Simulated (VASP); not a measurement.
# PtBr2 (R-3m) in VASP: a series of runs

The runs below take PtBr2 through single point, with LDA+U.

All numbers are computed with VASP 6.6.1; they aren't measurements. Logs are shortened: lines on timing, memory, paths and dates and some standing lists are left out, and cuts for length are marked.

## (1) The structure

Symmetry: R-3m, No. 166, trigonal system. Conventional cell: a = 4.055 Å, b = 4.055 Å, c = 18.391 Å, α = 90.00°, β = 90.00°, γ = 120.00°. Pt (site symmetry -3m) is surrounded by 6 Br at 2.78 Å. Br (site symmetry 3m) has 3 Pt at 2.78 Å as nearest neighbours.

The cell was built by a generator and needn't be a form met in nature.

## (2) Single point, LDA+U, collinear spin, ferromagnetic start

INCAR reads:

```
ALGO     = Normal         # electronic algorithm
EDIFF    = 1E-6           # SCF threshold, eV
ENCUT    = 520            # plane-wave cutoff, eV
GGA      = CA             # functional
ISIF     = 2              # what is computed and relaxed
ISMEAR   = 0              # smearing method
ISPIN    = 2              # spin polarisation
LASPH    = True           # aspherical terms in the spheres
LCHARG   = False          # write CHGCAR
LDAU     = True           # DFT+U
LDAUJ    = 0 0          
LDAUL    = 2 -1           # shell
LDAUPRINT= 1            
LDAUTYPE = 2            
LDAUU    = 4 0            # U, eV
LMAXMIX  = 4              # l up to which the mixer works
LORBIT   = 11             # projections on sites
LREAL    = False          # projectors in reciprocal space
LWAVE    = False          # write WAVECAR
MAGMOM   = 0.5 0 0        # initial moments
NELM     = 80             # most SCF steps
PREC     = Accurate       # precision mode
SIGMA    = 0.05           # smearing width, eV
```

KPOINTS reads:

```
k-points
0
Gamma
  6 6 6
```

POSCAR reads:

```
PtBr2
1.0
    2.0275947800      1.1706323900      6.1301826500
   -2.0275947800      1.1706323900      6.1301826500
    0.0000000000     -2.3412647800      6.1301826500
Pt Br
1 2
Direct
    0.0000000000      0.0000000000      0.0000000000
    0.2520000000      0.2520000000      0.2520000000
    0.7480000000      0.7480000000      0.7480000000
```

Potentials or basis: VASP PAW LDA potentials, release 64 (Pt, Br).

On the command line:

```sh
cat potpaw_LDA.64/Pt/POTCAR potpaw_LDA.64/Br/POTCAR > POTCAR
mpirun -np 1 vasp_std > vasp.out
```

OUTCAR:

```text
EDIFF = 1E-6
   ENCUT = 520
   GGA = CA
   ISIF = 2
   ISMEAR = 0
   ISPIN = 2
   LASPH = True
   LORBIT = 11
   LREAL = False
   NELM = 80
   PREC = Accurate

 ion  position               nearest neighbor table
   1  0.000  0.000  0.000-   3 2.78   2 2.78   3 2.78   3 2.78   2 2.78   2 2.78
   2  0.252  0.252  0.252-   1 2.78   1 2.78   1 2.78
   3  0.748  0.748  0.748-   1 2.78   1 2.78   1 2.78

  LATTYP: Found a trigonal (rhomboedric) cell.
 ALAT       =     6.5620621840
 COS(alpha) =     0.8090535272

  Lattice vectors:

 A1 = (   2.0275947800,   1.1706323900,   6.1301826500)
 A2 = (  -2.0275947800,   1.1706323900,   6.1301826500)
 A3 = (   0.0000000000,  -2.3412647800,   6.1301826500)

Analysis of symmetry for initial positions (statically):
=====================================================================
 Subroutine PRICEL returns:
 Original cell was already a primitive cell.

 Routine SETGRP: Setting up the symmetry group for a
 trigonal (rhombohedral) supercell.

 Subroutine GETGRP returns: Found 12 space group operations
 (whereof 12 operations were pure point group operations)
 out of a pool of 12 trial point group operations.

The static configuration has the point symmetry D_3d.

Analysis of symmetry for dynamics (positions and initial velocities):
=====================================================================
 Subroutine PRICEL returns:
 Original cell was already a primitive cell.

 Routine SETGRP: Setting up the symmetry group for a
 trigonal (rhombohedral) supercell.

 Subroutine GETGRP returns: Found 12 space group operations
 (whereof 12 operations were pure point group operations)
 out of a pool of 12 trial point group operations.

The dynamic configuration has the point symmetry D_3d.

Analysis of structural, dynamic, and magnetic symmetry:
=====================================================================
 Subroutine PRICEL returns:
 Original cell was already a primitive cell.

 Routine SETGRP: Setting up the symmetry group for a
 trigonal (rhombohedral) supercell.

 Subroutine GETGRP returns: Found 12 space group operations
 (whereof 12 operations were pure point group operations)
 out of a pool of 12 trial point group operations.

The overall configuration has the point symmetry D_3d.

 Subroutine INISYM returns: Found 12 space group operations
 (whereof 12 operations are pure point group operations),
 and found     1 'primitive' translations

----------------------------------------------------------------------------------------

                                     Primitive cell

  volume of cell :      87.3024

  direct lattice vectors                    reciprocal lattice vectors
     2.027594780  1.170632390  6.130182650     0.246597597  0.142373189  0.054375759
    -2.027594780  1.170632390  6.130182650    -0.246597597  0.142373189  0.054375759
     0.000000000 -2.341264780  6.130182650     0.000000000 -0.284746378  0.054375759

  length of vectors
     6.562062184  6.562062184  6.562062183     0.289891743  0.289891743  0.289891744

  position of ions in fractional coordinates (direct lattice)
     0.000000000  0.000000000  0.000000000
     0.252000000  0.252000000  0.252000000
     0.748000000  0.748000000  0.748000000

  ion indices of the primitive-cell ions
   primitive index   ion index
                 1           1
                 2           2
                 3           3

----------------------------------------------------------------------------------------

[... 85 lines left out ...]
   EFERMI_NEDOS =   21; number of points for ismear=-14 and -15
   IALGO  =     38    algorithm
   IMIX   =      4    mixing-type and parameters
     AMIX     =   0.40;   BMIX     =  1.00
     AMIX_MAG =   1.60;   BMIX_MAG =  1.00
  volume/ion in A,a.u.               =      29.10       196.38
  Fermi-wavevector in a.u.,A,eV,Ry     =   1.064477  2.011571 15.416927  1.133112
  Thomas-Fermi vector in A             =   2.199997
   LORBIT       =     11    0 simple, 1 ext, 2 COOP (PROOUT), +10 PAW based schemes
 LDA+U is selected, type is set to LDAUTYPE =  2
   angular momentum for each species LDAUL =     2   -1
   U (eV)           for each species LDAUU =   4.0  0.0
   J (eV)           for each species LDAUJ =   0.0  0.0
   GGA     = CA    functional components
   LHFCALC =     F    Hartree Fock is set to
   AEXX    =    0.0000 exact exchange contribution
   IVDW    =     0    specifies the selected vdW correction
   LEPSILON=     F    determine dielectric tensor
   LRPA    =     F    only Hartree local field effects (RPA)
 spin polarized calculation
 Gauss-broadening in eV      SIGMA  =   0.05
  energy-cutoff  :      520.00
  volume of cell :       87.30
 maximum number of plane-waves:      2373
 NGX is ok and might be reduce to    50
   NGX = 25   NGY = 25   NGZ = 25

 number of electron      23.9999998 magnetization       0.8118015

 Free energy of the ion-electron system (eV)
  ---------------------------------------------------
  ext. energy  EPLUGINS =         0.00000000
  ---------------------------------------------------
  free energy    TOTEN  =        -8.08593311 eV

  energy without entropy =       -8.07742549  energy(sigma->0) =       -8.08167930

atom =   1  type =  1  l = 2

 onsite density matrix

spin component  1

  0.9520 -0.0000 -0.0000  0.0196  0.0000
 -0.0000  0.9626 -0.0000  0.0000  0.0196
 -0.0000 -0.0000  0.9379  0.0000 -0.0000
  0.0196  0.0000  0.0000  0.9626  0.0000
  0.0000  0.0196 -0.0000  0.0000  0.9520

spin component  2

  0.7195  0.0000  0.0000 -0.2832 -0.0000
  0.0000  0.5477  0.0000 -0.0000 -0.2832
  0.0000  0.0000  0.9308 -0.0000 -0.0000
 -0.2832 -0.0000 -0.0000  0.5477 -0.0000
 -0.0000 -0.2832 -0.0000 -0.0000  0.7195

 occupancies and eigenvectors

  o =  0.3377  v =  0.0000  0.0000  0.0000  0.0000  0.0000  0.0000  0.8032  0.0000  0.0000  0.5957      0.0000  0.0000  0.0000  0.0000  0.0000  0.0000  0.0000  0.0000  0.0000  0.0000
  o =  0.3377  v =  0.0000  0.0000  0.0000  0.0000  0.0000 -0.5957  0.0000  0.0000 -0.8032 -0.0000      0.0000  0.0000  0.0000  0.0000  0.0000  0.0000  0.0000  0.0000  0.0000  0.0000
  o =  0.9296  v =  0.0000  0.0000  0.0000  0.0000  0.0000  0.0000 -0.5957  0.0000  0.0000  0.8032      0.0000  0.0000  0.0000  0.0000  0.0000  0.0000  0.0000  0.0000  0.0000  0.0000
  o =  0.9296  v =  0.0000  0.0000  0.0000  0.0000  0.0000 -0.8032  0.0000 -0.0000  0.5957  0.0000      0.0000  0.0000  0.0000  0.0000  0.0000  0.0000  0.0000  0.0000  0.0000  0.0000
  o =  0.9308  v =  0.0000  0.0000  0.0000  0.0000  0.0000  0.0000 -0.0000 -1.0000  0.0000  0.0000      0.0000  0.0000  0.0000  0.0000  0.0000  0.0000  0.0000  0.0000  0.0000  0.0000
  o =  0.9371  v =  0.0000 -0.6078  0.0000 -0.0000  0.7941  0.0000  0.0000  0.0000  0.0000  0.0000      0.0000  0.0000  0.0000  0.0000  0.0000  0.0000  0.0000  0.0000  0.0000  0.0000
  o =  0.9371  v = -0.7941  0.0000 -0.0000  0.6078  0.0000  0.0000  0.0000  0.0000  0.0000  0.0000      0.0000  0.0000  0.0000  0.0000  0.0000  0.0000  0.0000  0.0000  0.0000  0.0000
  o =  0.9379  v =  0.0000  0.0000  1.0000  0.0000 -0.0000  0.0000  0.0000  0.0000  0.0000  0.0000      0.0000  0.0000  0.0000  0.0000  0.0000  0.0000  0.0000  0.0000  0.0000  0.0000
  o =  0.9776  v =  0.0000 -0.7941  0.0000  0.0000 -0.6078  0.0000  0.0000  0.0000  0.0000  0.0000      0.0000  0.0000  0.0000  0.0000  0.0000  0.0000  0.0000  0.0000  0.0000  0.0000
  o =  0.9776  v =  0.6078  0.0000 -0.0000  0.7941  0.0000  0.0000  0.0000  0.0000  0.0000  0.0000      0.0000  0.0000  0.0000  0.0000  0.0000  0.0000  0.0000  0.0000  0.0000  0.0000

 number of electron      23.9999998 magnetization       1.9998183

 Free energy of the ion-electron system (eV)
  ---------------------------------------------------
  ext. energy  EPLUGINS =         0.00000000
  ---------------------------------------------------
  free energy    TOTEN  =        -8.79632840 eV

  energy without entropy =       -8.79632840  energy(sigma->0) =       -8.79632840

 E-fermi :   1.8326     XC(G=0):  -9.1798

 val. band max:        1.5821265036   @ k =   0.5000   0.5000   0.5000
 cond. band min:       2.4976545477   @ k =   0.5000   0.1667   0.1667
 fundamental gap:      0.9155280440
 Fermi energy:         1.8326057843

 spin component 1

 k-point     1 :       0.0000    0.0000    0.0000
  band No.  band energies     occupation
      1     -13.4082      1.00000
      2     -12.7563      1.00000
      3      -3.5941      1.00000
      4      -3.5941      1.00000
      5      -3.5833      1.00000
      6      -1.8123      1.00000
[... 895 lines left out ...]
      5      -1.6866      1.00000
      6      -1.4819      1.00000
[... 8 lines left out ...]
     15       7.8041      0.00000
     16       8.8967      0.00000

 [... further k-points ...]

------------------------ aborting loop because EDIFF is reached ----------------------------------------

  FORCE on cell =-STRESS in cart. coord.  units (eV):
  Direction    XX          YY          ZZ          XY          YZ          ZX
  --------------------------------------------------------------------------------------
  -------------------------------------------------------------------------------------
  Total       -5.1049800     -5.1049800     -3.8710372     -0.0000000      0.0000000      0.0000000
  in kB      -93.6867698    -93.6867695    -71.0414082     -0.0000000      0.0000000      0.0000000
  external PRESSURE =     -86.1383158 kB  Pullay stress =       0.0000000 kB

 VOLUME and BASIS-vectors are now :
 -----------------------------------------------------------------------------
  energy-cutoff  :      520.00
  volume of cell :       87.30
      direct lattice vectors                 reciprocal lattice vectors
     2.027594780  1.170632390  6.130182650     0.246597597  0.142373189  0.054375759
    -2.027594780  1.170632390  6.130182650    -0.246597597  0.142373189  0.054375759
     0.000000000 -2.341264780  6.130182650     0.000000000 -0.284746378  0.054375759

 POSITION                                       TOTAL-FORCE (eV/Angst)
 -----------------------------------------------------------------------------------
      0.00000      0.00000      0.00000        -0.000000      0.000000     -0.000000
      0.00000      0.00000      4.63442         0.000000      0.000000      1.137723
      0.00000      0.00000     13.75613         0.000000     -0.000000     -1.137723
 -----------------------------------------------------------------------------------
    total drift:                               -0.000000      0.000000     -0.000000

  FREE ENERGIE OF THE ION-ELECTRON SYSTEM (eV)
  ---------------------------------------------------
  free  energy   TOTEN  =        -8.7963283964 eV

  energy  without entropy=       -8.7963283964  energy(sigma->0) =       -8.79632840

 total charge

# of ion       s       p       d       tot
------------------------------------------
    1        0.446   0.291   8.186   8.923
    2        1.621   3.113   0.023   4.757
    3        1.621   3.113   0.023   4.757
--------------------------------------------------
tot          3.688   6.517   8.232  18.437

 magnetization (x)

# of ion       s       p       d       tot
------------------------------------------
    1        0.005   0.002   1.299   1.306
    2        0.012   0.244   0.004   0.259
    3        0.012   0.244   0.004   0.259
--------------------------------------------------
tot          0.028   0.490   1.306   1.825
```

Run time: 3.5 min. Hardware: 1 thread of Intel Xeon Platinum 8488C (Sapphire Rapids), shared host; peak memory 0.34 GiB.

What came out:

| Item | Value |
| --- | --- |
| Free energy | -8.7963 eV |
| Pressure | -8.6 GPa |
| Largest force | 1.138 eV/Å |
| Band gap on the k mesh | 0.92 eV, indirect (least direct gap 1.11 eV) |
| Net moment | 2.00 μB per cell |
| Site moments | Pt +1.31; Br +0.26 μB |
| Valence electrons inside the program's atomic spheres | Pt 8.92; Br 4.76 |

Forces on the atoms (eV/Å):
```
Pt   0.000  0.000  0.000
Br   0.000  0.000  1.138
Br   0.000  0.000 -1.138
```

Levels at points of the mesh, in eV from the valence-band top:
Spin up:
| k point | band 10 | band 11 | band 12 | band 13 | band 14 | band 15 | band 16 |
| --- | --- | --- | --- | --- | --- | --- | --- |
| (0.00, 0.00, 0.00) | -1.57 | -1.15 | -0.13 | -0.13 | 1.89 | 4.71 | 7.70 |
| (0.50, 0.00, 0.00) | -2.54 | -2.37 | -0.67 | -0.32 | 3.53 | 5.91 | 7.86 |
| (0.50, 0.50, 0.00) | -2.59 | -2.12 | -0.07 | -0.03 | 2.78 | 5.12 | 7.79 |
| (0.50, 0.50, 0.50) | -1.72 | -1.72 | 0.00 | 0.00 | 3.31 | 4.78 | 8.11 |
Spin down:
```csv
k point,band 7,band 8,band 9,band 10,band 11,band 12,band 13,band 14,band 15,band 16
"(0.00, 0.00, 0.00)",-2.46,-2.09,-1.32,-1.32,-0.90,1.48,1.48,2.14,4.84,7.89
"(0.50, 0.00, 0.00)",-2.32,-2.30,-2.28,-2.13,-2.12,1.22,1.37,3.87,6.07,8.04
"(0.50, 0.50, 0.00)",-2.36,-2.29,-2.28,-2.07,-1.88,1.60,1.60,3.09,5.25,7.98
"(0.50, 0.50, 0.50)",-2.41,-2.23,-2.03,-1.47,-1.47,1.56,1.56,3.61,4.92,8.31
```

Eigenvalues of the final occupation matrices:
| site | spin | trace | eigenvalues |
| --- | --- | --- | --- |
| site 1 d | 1 | 4.77 | 0.94 0.94 0.94 0.98 0.98 |
| site 1 d | 2 | 3.47 | 0.34 0.34 0.93 0.93 0.93 |

Caveat: spin-orbit coupling is left out, which moves the levels of the heavy elements; forces of over 1 eV/Å show positions far from the minimum, so gaps and moduli don't describe the material at rest.

## (3) Single point, LDA+U, collinear spin, ferromagnetic start

INCAR reads:

```
SYSTEM = PtBr2
ALGO = Normal ; EDIFF = 1E-6
ENCUT = 520 ; ISIF = 2
ISMEAR = 0 ; ISPIN = 2
LASPH = .True. ; LCHARG = .False.
LDAU = .True. ; LDAUJ = 0 0
LDAUL = 2 -1 ; LDAUPRINT = 1
LDAUTYPE = 2 ; LDAUU = 4 0
LMAXMIX = 4 ; LORBIT = 11
LREAL = .False. ; LWAVE = .False.
MAGMOM = 0.5 0 0 ; NELM = 100
PREC = Accurate ; SIGMA = 0.05
```

KPOINTS reads:

```
k-points
0
Gamma
  6 6 6
  0 0 0
```

POSCAR is that of step 2.

Potentials or basis: VASP PAW LDA potentials, release 64 (Pt, Br).

On the command line:

```sh
cat potpaw_LDA.64/Pt/POTCAR potpaw_LDA.64/Br/POTCAR > POTCAR
mpirun -np 1 vasp_std > vasp.out
```

Wall time 3.7 min (1 thread of Intel Xeon Platinum 8488C (Sapphire Rapids), shared host); peak memory 0.33 GiB.

It converged, with:

- Free energy: -8.7963 eV
- Pressure: -8.6 GPa
- Largest force: 1.138 eV/Å
- Band gap on the k mesh: 0.92 eV, indirect (least direct gap 1.11 eV)
- Net moment: 2.00 μB per cell
- Site moments: Pt +1.31; Br +0.26 μB
- Valence electrons inside the program's atomic spheres: Pt 8.92; Br 4.76

Forces on the atoms (eV/Å):
```
Pt   0.000  0.000  0.000
Br   0.000  0.000  1.138
Br   0.000  0.000 -1.138
```

Stress tensor (GPa, compression positive):
```
-9.37  0.00  0.00
 0.00 -9.37  0.00
 0.00  0.00 -7.10
```

Levels at points of the mesh, in eV from the valence-band top:
Spin up:
| k point | band 9 | band 10 | band 11 | band 12 | band 13 | band 14 | band 15 | band 16 |
| --- | --- | --- | --- | --- | --- | --- | --- | --- |
| (0.00, 0.00, 0.00) | -1.57 | -1.57 | -1.15 | -0.13 | -0.13 | 1.89 | 4.71 | 7.70 |
| (0.50, 0.00, 0.00) | -2.73 | -2.54 | -2.37 | -0.67 | -0.32 | 3.53 | 5.91 | 7.86 |
| (0.50, 0.50, 0.00) | -2.79 | -2.59 | -2.12 | -0.07 | -0.03 | 2.78 | 5.12 | 7.79 |
| (0.50, 0.50, 0.50) | -2.45 | -1.72 | -1.72 | 0.00 | 0.00 | 3.31 | 4.78 | 8.11 |
Spin down:
```
           k point  band 7  band 8  band 9  band 10  band 11  band 12  band 13  band 14  band 15  band 16
(0.00, 0.00, 0.00)   -2.46   -2.09   -1.32    -1.32    -0.90     1.48     1.48     2.14     4.84     7.89
(0.50, 0.00, 0.00)   -2.32   -2.30   -2.28    -2.13    -2.12     1.22     1.37     3.87     6.07     8.04
(0.50, 0.50, 0.00)   -2.36   -2.29   -2.28    -2.07    -1.88     1.60     1.60     3.09     5.25     7.98
(0.50, 0.50, 0.50)   -2.41   -2.23   -2.03    -1.47    -1.47     1.56     1.56     3.61     4.92     8.31
```

Eigenvalues of the final occupation matrices:
| site | spin | trace | eigenvalues |
| --- | --- | --- | --- |
| site 1 d | 1 | 4.77 | 0.94 0.94 0.94 0.98 0.98 |
| site 1 d | 2 | 3.47 | 0.34 0.34 0.93 0.93 0.93 |

Caveat: spin-orbit coupling is left out, which moves the levels of the heavy elements; forces of over 1 eV/Å show positions far from the minimum, so gaps and moduli don't describe the material at rest.
